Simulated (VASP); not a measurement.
Level of theory: PBE GGA, VASP's PBE PAW potentials (set 64) (plane waves; VASP).

A VASP calculation is set up with these files.

POSCAR:
```
AuAl2
4.1493030
  0.0000000000   0.7071067117   0.7071067117
  0.7071067117   0.0000000000   0.7071067117
  0.7071067117   0.7071067117   0.0000000000
Al Au
2 1
direct
  0.2500000000   0.2500000000   0.2500000000
  0.7500000000   0.7500000000   0.7500000000
  0.0000000000   0.0000000000   0.0000000000
```

INCAR:
```
SYSTEM = AuAl2
PREC = Accurate; ENCUT = 300; LREAL = .FALSE.
LASPH = .TRUE.
EDIFF = 1E-6; NELM = 100; ALGO = Normal
LMAXMIX = 6
ISMEAR = 0; SIGMA = 0.05
GGA = PE
ISIF = 2
LWAVE = .FALSE.; LCHARG = .FALSE.
```

### KPOINTS
```
Regular mesh
0
G
 2 2 2
0 0 0
```

POTCAR, in this order: Al Au (PBE.64 set). Program: vasp_std.

Output of the run:

### OUTCAR
```
 ion  position               nearest neighbor table
   1  0.250  0.250  0.250-   3 2.54   3 2.54   3 2.54   3 2.54   2 2.93   2 2.93   2 2.93   2 2.93
                             2 2.93   2 2.93
   2  0.750  0.750  0.750-   3 2.54   3 2.54   3 2.54   3 2.54   1 2.93   1 2.93   1 2.93   1 2.93
                             1 2.93   1 2.93
   3  0.000  0.000  0.000-   2 2.54   1 2.54   2 2.54   1 2.54   2 2.54   2 2.54   1 2.54   1 2.54
  LATTYP: Found a face centered cubic cell.
 ALAT       =     5.8680000000
 Subroutine PRICEL returns:
 Original cell was already a primitive cell.
 Subroutine GETGRP returns: Found 48 space group operations
The static configuration has the point symmetry O_h .
The dynamic configuration has the point symmetry O_h .
 Subroutine INISYM returns: Found 48 space group operations
 Subroutine IBZKPT returns following result:
 Found      3 irreducible k-points:

 Following reciprocal coordinates:
            Coordinates               Weight
  0.000000  0.000000  0.000000      1.000000
  0.500000  0.000000  0.000000      4.000000
  0.500000  0.500000  0.000000      3.000000
   k-points           NKPTS =      3   k-points in BZ     NKDIM =      3   number of bands    NBANDS=     12
   number of dos      NEDOS =    301   number of ions     NIONS =      3
   total plane-waves  NPLWV =  13824
   dimension x,y,z NGX =    24 NGY =   24 NGZ =   24
   dimension x,y,z NGXF=    48 NGYF=   48 NGZF=   48
   ions per type =               2   1
   PREC   = accura    normal or accurate (medium, high low for compatibility)
   ISTART =      0    job   : 0-new  1-cont  2-samecut
   ICHARG =      2    charge: 1-file 2-atom 10-const
   ISPIN  =      1    spin polarized calculation?
   LNONCOLLINEAR =      F non collinear calculations
   LSORBIT =      F    spin-orbit coupling
   INIWAV =      1    electr: 0-lowe 1-rand  2-diag
   ENCUT  =  300.0 eV  22.05 Ry    4.70 a.u.   5.86  5.86  5.86*2*pi/ulx,y,z
   NELM   =    100;   NELMIN=  2; NELMDL= -5     # of ELM steps
   EDIFF  = 0.1E-05   stopping-criterion for ELM
   LREAL  =      F    real-space projection
   NLSPLINE    = F    spline interpolate recip. space projectors
   LMAXMIX     =    6 max onsite mixed and CHGCAR
   VOSKOWN=      0    Vosko Wilk Nusair interpolation
   EDIFFG = 0.1E-04   stopping-criterion for IOM
   NSW    =      0    number of steps for IOM
   NBLOCK =      1;   KBLOCK =      1    inner block; outer block
   IBRION =     -1    ionic relax: 0-MD 1-quasi-New 2-CG
   NFREE  =      0    steps in history (QN), initial steepest desc. (CG)
   ISIF   =      2    stress and relaxation
   ISYM   =      2    0-nonsym 1-usesym 2-fastsym
   TEIN   =    0.0    initial temperature
   TEBEG  =    0.0;   TEEND  =   0.0 temperature during run
   SMASS  =  -3.00    Nose mass-parameter (am)
   PSTRESS=    0.0 pullay stress
   NELECT =      17.0000    total number of electrons
   EFERMI =   0.00;   METHOD = LEGACY
   ISMEAR =     0;   SIGMA  =   0.05  broadening in eV -4-tet -1-fermi 0-gaus
   IALGO  =     38    algorithm
   LDIAG  =      T    sub-space diagonalisation (order eigenvalues)
   IMIX   =      4    mixing-type and parameters
     AMIX     =   0.40;   BMIX     =  1.00
     AMIX_MAG =   1.60;   BMIX_MAG =  1.00
     AMIN     =   0.10
   GGA     = PE    functional components
   VOSKOWN =     0    Vosko Wilk Nusair interpolation
   LHFCALC =     F    Hartree Fock is set to
   LHFONE  =     F    Hartree Fock one center treatment
   AEXX    =    0.0000 exact exchange contribution
   IVDW    =     0    specifies the selected vdW correction
   LEPSILON=     F    determine dielectric tensor
   LRPA    =     F    only Hartree local field effects (RPA)
  energy-cutoff  :      300.00
  volume of cell :       50.51
      direct lattice vectors                 reciprocal lattice vectors
     0.000000000  2.934000000  2.934000000    -0.170415815  0.170415815  0.170415815
     2.934000000  0.000000000  2.934000000     0.170415815 -0.170415815  0.170415815
...
```

**OSZICAR**
```
       N       E                     dE             d eps       ncg     rms          rms(c)
DAV:   1     0.454196121594E+02    0.45420E+02   -0.50012E+03    72   0.714E+02
DAV:   2    -0.111388433264E+02   -0.56558E+02   -0.52136E+02    80   0.160E+02
DAV:   3    -0.125843111073E+02   -0.14455E+01   -0.14382E+01   104   0.243E+01
DAV:   4    -0.125933315805E+02   -0.90205E-02   -0.90198E-02    92   0.228E+00
DAV:   5    -0.125934316622E+02   -0.10008E-03   -0.10008E-03   100   0.252E-01    0.101E+01
DAV:   6    -0.108407270461E+02    0.17527E+01   -0.94901E+00    72   0.275E+01    0.248E+00
DAV:   7    -0.107204764031E+02    0.12025E+00   -0.30333E-01    72   0.508E+00    0.150E+00
DAV:   8    -0.106854429104E+02    0.35033E-01   -0.31110E-02    72   0.151E+00    0.274E-01
DAV:   9    -0.106858167566E+02   -0.37385E-03   -0.24037E-03    72   0.484E-01    0.209E-01
DAV:  10    -0.106863416168E+02   -0.52486E-03   -0.60474E-04    76   0.171E-01    0.261E-02
DAV:  11    -0.106863505559E+02   -0.89391E-05   -0.17707E-05    80   0.380E-02    0.129E-02
DAV:  12    -0.106863605106E+02   -0.99547E-05   -0.17088E-05    72   0.250E-02    0.136E-03
DAV:  13    -0.106863606181E+02   -0.10757E-06   -0.11509E-07    40   0.243E-03
   1 F= -.10686361E+02 E0= -.10679083E+02  d E =-.145560E-01
```

### OUTCAR
```
------------------------ aborting loop because EDIFF is reached ----------------------------------------
  FORCE on cell =-STRESS in cart. coord.  units (eV):
  Direction    XX          YY          ZZ          XY          YZ          ZX
  --------------------------------------------------------------------------------------
  Total        2.1888758      2.1888758      2.1888758     -0.0000000     -0.0000000     -0.0000000
  in kB       69.4258777     69.4258777     69.4258777     -0.0000000     -0.0000000     -0.0000000
  external PRESSURE =      69.4258777 kB  Pullay stress =       0.0000000 kB
  volume of cell :       50.51
      direct lattice vectors                 reciprocal lattice vectors
     0.000000000  2.934000000  2.934000000    -0.170415815  0.170415815  0.170415815
     2.934000000  0.000000000  2.934000000     0.170415815 -0.170415815  0.170415815
     2.934000000  2.934000000  0.000000000     0.170415815  0.170415815 -0.170415815
 POSITION                                       TOTAL-FORCE (eV/Angst)
 -----------------------------------------------------------------------------------
      1.46700      1.46700      1.46700         0.000000      0.000000      0.000000
      4.40100      4.40100      4.40100        -0.000000     -0.000000     -0.000000
      0.00000      0.00000      0.00000        -0.000000     -0.000000      0.000000
 -----------------------------------------------------------------------------------
    total drift:                               -0.000000      0.000000      0.000000
  FREE ENERGIE OF THE ION-ELECTRON SYSTEM (eV)
  ---------------------------------------------------
  free  energy   TOTEN  =       -10.6863606181 eV

  energy  without entropy=      -10.6718045754  energy(sigma->0) =      -10.67908260
```
(Selected blocks of OUTCAR.)

At this cut-off the stress carries a Pulay error, which pulls relaxed volumes low.

The structure is a typed AuAl2 crystal (Fm-3m). The cell was not relaxed at this level. The k-mesh is coarse (spacing up to 0.93 per Å, 2π included), so the numbers may not be converged in it. The run is one of a series of settings (KPOINTS 2×2×2 Γ-centred mesh against the base run), some of them coarse on purpose. The electron count is odd and the run is not spin-polarised, which forces a metal.
